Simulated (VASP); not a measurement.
Calculation: PBE GGA, VASP's PBE PAW potentials (set 64) (plane waves; VASP).

The input files of a VASP run:

**INCAR**
```
ALGO = Fast
EDIFF = 1E-5
EDIFFG = -0.03
ENCUT = 400
GGA = PE
IBRION = 2
ISIF = 2
ISMEAR = 0
ISYM = 0
LASPH = .TRUE.
LCHARG = .FALSE.
LREAL = Auto
LWAVE = .FALSE.
NELECT = 254.0
NELM = 100
NELMIN = 4
NSW = 70
PREC = Normal
SIGMA = 0.05
SYSTEM = Mg31NO31
```

POSCAR:
```
Mg31NO31
1
    8.4869590160     0.0000000000     0.0000000000
    0.0000000000     8.4869590160    -0.0000000000
   -0.0000000000    -0.0000000000     8.4869590160
Mg O N
31 31 1
Direct
  0.5000000000   0.0000000000   0.0000000000
  0.7500130000   0.2449170000  -0.0027500000
  0.7500000000   0.0000000000   0.2500000000
  0.0000000000   0.0000000000   0.0000000000
  0.2548590000   0.2456430000   0.0002780000
  0.7497320000   0.7484070000   0.0040130000
  0.2500000000   0.0000000000   0.2500000000
  0.5026050000   0.2489670000   0.2548270000
  0.7491270000   0.5015960000   0.2502720000
  0.5000000000   0.0000000000   0.5000000000
  0.7500000000   0.2500000000   0.5000000000
  0.7500000000   0.0000000000   0.7500000000
  0.0000000000   0.5000000000   0.0000000000
  0.2489890000   0.7493840000   0.0032650000
  0.0000000000   0.2500000000   0.2500000000
  0.2544620000   0.4973460000   0.2497120000
  0.5018850000   0.7448840000   0.2483030000
  0.0000000000   0.0000000000   0.5000000000
  0.2500000000   0.2500000000   0.5000000000
  0.5000000000   0.5000000000   0.5000000000
  0.7500000000   0.7500000000   0.5000000000
  0.2500000000   0.0000000000   0.7500000000
  0.5000000000   0.2500000000   0.7500000000
  0.7500000000   0.5000000000   0.7500000000
  0.0000000000   0.7500000000   0.2500000000
  0.0000000000   0.5000000000   0.5000000000
  0.2500000000   0.7500000000   0.5000000000
  0.0000000000   0.2500000000   0.7500000000
  0.2500000000   0.5000000000   0.7500000000
  0.5000000000   0.7500000000   0.7500000000
  0.0000000000   0.7500000000   0.7500000000
  0.7500000000   0.2500000000   0.2500000000
  0.0000000000   0.5000000000   0.2500000000
  0.0000000000   0.2500000000   0.5000000000
  0.2500000000   0.2500000000   0.2500000000
  0.7500000000   0.7500000000   0.2500000000
  0.0000000000   0.0000000000   0.2500000000
  0.5000000000   0.2500000000   0.5000000000
  0.7500000000   0.5000000000   0.5000000000
  0.0000000000   0.7500000000   0.5000000000
  0.7500000000   0.2500000000   0.7500000000
  0.0000000000   0.5000000000   0.7500000000
  0.0000000000   0.2500000000   0.0000000000
  0.2500000000   0.7500000000   0.2500000000
  0.5000000000   0.0000000000   0.2500000000
  0.2500000000   0.5000000000   0.5000000000
  0.5000000000   0.7500000000   0.5000000000
  0.7500000000   0.0000000000   0.5000000000
  0.2500000000   0.2500000000   0.7500000000
  0.5000000000   0.5000000000   0.7500000000
  0.7500000000   0.7500000000   0.7500000000
  0.0000000000   0.0000000000   0.7500000000
  0.5048600000   0.2464080000  -0.0006940000
  0.7519590000   0.5036560000   0.0005900000
  0.0000000000   0.7500000000   0.0000000000
  0.2500000000   0.0000000000   0.5000000000
  0.2500000000   0.7500000000   0.7500000000
  0.5000000000   0.0000000000   0.7500000000
  0.2443460000   0.4972870000  -0.0026460000
  0.5020490000   0.7449090000  -0.0016530000
  0.7500000000   0.0000000000   0.0000000000
  0.2500000000   0.0000000000   0.0000000000
  0.5029740000   0.5020070000   0.2496170000
```

File KPOINTS:
```
kpoints
0
gamma
  1 1 1
0 0 0
```

POTCAR, in this order: Mg O N (PBE.64 set). Program: vasp_gam.

The cell is charged, with a uniform compensating background. The supercell is sampled at Γ alone, which is coarse: total energies, pressure and levels can be off, energies of defects by several tenths of an eV.

Q: Estimate the energy per atom (σ→0).

A: 
| Property | Result |
|---|---|
| energy per atom (σ→0) | -5.818 eV/atom |

OSZICAR:
```
...
       N       E                     dE             d eps       ncg     rms          rms(c)
DAV:   1    -0.366564036119E+03   -0.25678E-03   -0.37113E-01   368   0.175E+00    0.133E-01
RMM:   2    -0.366564716558E+03   -0.68044E-03   -0.70107E-03   320   0.226E-01    0.197E-01
RMM:   3    -0.366564564356E+03    0.15220E-03   -0.46036E-04   320   0.605E-02    0.703E-02
RMM:   4    -0.366564542819E+03    0.21537E-04   -0.91853E-05   302   0.238E-02    0.273E-02
RMM:   5    -0.366564529889E+03    0.12931E-04   -0.84479E-05   296   0.202E-02    0.268E-02
RMM:   6    -0.366564526321E+03    0.35680E-05   -0.12079E-05   197   0.794E-03
  10 F= -.36656453E+03 E0= -.36654435E+03  d E =-.737488E-03
```

The cell is a supercell with a defect, built from MgO (rock salt): N_O-vac_Mg, charge -1. The run is not spin-polarised, so no state with unpaired spins was tried.
